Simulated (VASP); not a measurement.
The system is GaSn.

```
CELL_PARAMETERS angstrom
0.00000 2.90288 3.09822
2.72925 0.00000 3.09822
2.72925 2.90288 0.00000
ATOMIC_POSITIONS crystal
Ga 0.50000 0.50000 0.50000
Sn 0.00000 0.00000 0.00000
```

The cell was built by a generator and needn't be a form met in nature.

* Program: VASP 6.6.1
* Task: relaxation of cell and atoms
* Functional: vdW-DF-cx
* Potentials or basis: VASP PAW PBE potentials, release 64 (Ga_d, Sn_d)
* Cutoff: 600 eV
* k mesh: 8 × 8 × 8
* Occupations: fermi-dirac, width 0.05 eV
* Spin: no spin polarisation

At the start: pressure -1.3 GPa; volume 24.55 Å³/atom.

Question: How do energy, volume and symmetry change on relaxing?

Answer: Over 8 steps the energy falls by 67.3 meV/atom and the volume is 23.32 Å³/atom (-5.0 %); space group Fm-3m (No. 225, to 0.05 Å).

The path:
```csv
step,energy change (eV),largest force (eV/Å),pressure (GPa),volume (Å³)
1,0.0000,0.0000,-1.30,49.09
2,-0.1110,0.0000,-0.94,47.62
3,-0.1336,0.0000,0.20,46.45
4,-0.1345,0.0000,-0.11,46.63
5,-0.1344,0.0000,-0.05,46.58
6,-0.1346,0.0000,0.11,46.52
7,-0.1346,0.0000,0.13,46.52
8,-0.1346,0.0000,-0.03,46.64
```

Final structure:
```
CELL_PARAMETERS angstrom
0.00000 2.85844 2.85769
2.85512 0.00000 2.85769
2.85512 2.85844 0.00000
ATOMIC_POSITIONS crystal
Ga 0.50000 0.50000 0.50000
Sn 0.00000 0.00000 0.00000
```

Caveat: the PAW data sets were made with another functional, which shifts forces and pressure a little.
